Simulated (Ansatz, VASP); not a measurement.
## Hg5O3 in VASP and in Ansatz

```xyz
8
Lattice="-3.2286 3.2286 3.2286 3.2286 -3.2286 3.2286 3.2286 3.2286 -3.2286" Properties=species:S:1:pos:R:3 pbc="T T T"
Hg    0.0000    0.0000    0.0000
Hg    1.6143    1.6143   -1.6143
Hg    1.6143   -1.6143    1.6143
Hg   -1.6143    1.6143    1.6143
Hg    1.6143    1.6143    1.6143
O     3.2286    0.0000    0.0000
O     0.0000    0.0000    3.2286
O     0.0000    3.2286    0.0000
```

Change from the starting cell: species swapped into the Fe5Co3 type (Im-3m, No. 229).

Alike in both runs: functional PBE; k mesh 8 × 8 × 8; occupations gaussian, width 0.1 eV; no spin polarisation.

Ansatz relaxed the structure, and its values are those at the end. VASP's run is a single point on that final structure, the one shown.

```csv
,VASP,Ansatz
version,VASP 6.6.1,Ansatz 0.2.0
potentials or method,"VASP PAW PBE potentials, release 64 (Hg, O)","scalar-relativistic, plane waves, PAW"
plane-wave cutoff (eV),520,420
valence electrons in the cell,78,118
```

VASP gave:

| Item | Value |
| --- | --- |
| gap on the k mesh at the Fermi level (eV) | none |
| pressure (GPa) | 0.7 |

What did Ansatz give for the same quantities?

gap on the k mesh at the Fermi level (eV): none; pressure (GPa): 0.0.

A gap of «none» marks a metal or a gap that the smearing closes. The two sets of potentials don't hold the same shells in valence.

Spin-orbit coupling is left out, which matters for the levels of Hg.
